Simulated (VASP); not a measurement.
```xyz
2
Lattice="0.0000 2.3500 2.3500 2.3500 0.0000 2.3500 2.3500 2.3500 0.0000" Properties=species:S:1:pos:R:3 pbc="T T T"
Zr     0.0000     0.0000     0.0000
C      2.3500     2.3500     2.3500
```

Method: PBEsol GGA, VASP's PBE PAW potentials (set 64) (plane waves; VASP). Settings: 400 eV cut-off, 10×10×10 Γ-centred mesh, Fermi-Dirac smearing of 0.14 eV, potentials Zr_sv C.

### Question
Give the energies of bands 6 to 11 at the high-symmetry points, in eV from the Fermi level.

### Answer

```csv
band,Γ,X,U,L,W
6,0.96,-2.06,-3.06,-5.33,-2.65
7,0.96,-1.81,-2.29,-2.94,-2.35
8,0.96,0.07,-1.56,-2.94,-2.35
9,1.06,0.07,1.49,4.51,3.29
10,1.06,4.47,4.89,4.51,3.29
11,1.06,5.68,5.41,5.35,5.70
```

It has no gap at this level: it comes out as a metal or semimetal.

The structure is a typed ZrC crystal (Fm-3m). The cell was not relaxed at this level.
